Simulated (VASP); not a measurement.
Input:

```xyz
3
Lattice="0.0000 3.1342 3.1342 3.1342 0.0000 3.1342 3.1342 3.1342 0.0000" Properties=species:S:1:pos:R:3 pbc="T T T"
Mg     1.5671     1.5671     1.5671
Mg     4.7013     4.7013     4.7013
Ge     0.0000     0.0000     0.0000
```

The numbers are results of LDA (Ceperley-Alder, Perdew-Zunger), VASP's LDA PAW potentials (set 64) (plane waves; VASP), not measurements. Run with 500 eV cut-off, 6×6×6 Γ-centred mesh, Gaussian smearing of 0.050 eV, potentials Mg Ge_d.

Task: What does the run give for the energy per atom (σ→0), band gap (on the k-mesh) with the smallest direct gap where there is one?

Result: 
```
Property                                     Result
-----------------------------------  --------------
band gap (on the k-mesh)                    0.08 eV
smallest direct gap (on the k-mesh)         1.23 eV
energy per atom (σ→0)                -3.290 eV/atom
```

The compound is Mg2Ge in the antifluorite structure. It was relaxed first, which changed the volume by -6 %.
